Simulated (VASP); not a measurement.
The input files of a VASP run:

File KPOINTS:
```
Automatic mesh
0
Gamma
9 9 5
0 0 0
```

INCAR:
```
SYSTEM = BeTe
PREC = Accurate
ENCUT = 400
EDIFF = 1E-7
NELM = 100
ALGO = Normal
LREAL = .FALSE.
LASPH = .TRUE.
ISMEAR = -5
GGA = PS
LMAXMIX = 4
LWAVE = .FALSE.
LCHARG = .TRUE.
LORBIT = 11
NEDOS = 601
ISIF = 2
```

POSCAR:
```
BeTe
1
    3.9523217726     0.0000000000     0.0000000000
   -1.9761608863     3.4228115072     0.0000000000
    0.0000000000     0.0000000000     6.5258195153
Be Te
2 2
Direct
  0.3333330000   0.6666670000   0.0007274674
  0.6666670000   0.3333330000   0.5007274674
  0.3333330000   0.6666670000   0.3742725326
  0.6666670000   0.3333330000   0.8742725326
```

POTCAR, in this order: Be Te (PBE.64 set). Program: vasp_std.

### Question
Write an equivalent input for Quantum ESPRESSO's pw.x.

### Answer
One equivalent input (not run):
```
&CONTROL
  calculation = 'scf'
  pseudo_dir = './pseudo'
  outdir = './out'
  tprnfor = .true.
  tstress = .true.
/
&SYSTEM
  ibrav = 0
  nat = 4
  ntyp = 2
  ecutwfc = 88
  occupations = 'tetrahedra'
  input_dft = 'pbesol'
/
&ELECTRONS
  conv_thr = 7.3e-09
  electron_maxstep = 100
/
ATOMIC_SPECIES
  Be 9.012 Be.upf
  Te 127.600 Te.upf
CELL_PARAMETERS angstrom
     3.9523218    0.0000000    0.0000000
    -1.9761609    3.4228115    0.0000000
     0.0000000    0.0000000    6.5258195
ATOMIC_POSITIONS crystal
  Be   0.3333330  0.6666670  0.0007275
  Be   0.6666670  0.3333330  0.5007275
  Te   0.3333330  0.6666670  0.3742725
  Te   0.6666670  0.3333330  0.8742725
K_POINTS automatic
  9 9 5 0 0 0
```
The two are equivalent in intent, not identical: the potentials are each code's own (VASP's PAW set, PseudoDojo norm-conserving files in pw.x), so ENCUT and ecutwfc are chosen apart and not converted; conv_thr bounds pw.x's estimated SCF error, while EDIFF bounds the energy change between steps.

The structure was generated: BeTe was put into the wurtzite type (P6_3mc), which need not be its known phase. It was relaxed first, which changed the volume by +12 %.
